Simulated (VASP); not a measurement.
Consider the following.

```yaml
crystal:
  lattice:
    - [0.00000, 2.77526, 2.77526]
    - [2.77526, 0.00000, 2.77526]
    - [2.77526, 2.77526, 0.00000]
  atoms:
    - { symbol: Ca, position: [0.00000, 0.00000, 0.00000] }
```

Computed with SCAN meta-GGA, VASP's PBE PAW potentials (set 64) (plane waves; VASP). Run with 520 eV cut-off, 13×13×13 Γ-centred mesh, tetrahedra with Blöchl corrections, potentials Ca_sv.

Problem. Give the energies of bands 5 to 8 at the high-symmetry points, in eV from the Fermi level.

Solution. 
```tsv
band	Γ	X	U	L	W
5	-4.17	-0.41	0.06	-0.91	0.25
6	2.62	0.77	0.56	-0.25	0.81
7	2.62	0.98	0.90	2.51	0.81
8	2.62	4.49	3.59	2.51	2.85
```

It has no gap at this level: it comes out as a metal or semimetal.

The compound is Ca in the fcc structure. It was relaxed first.
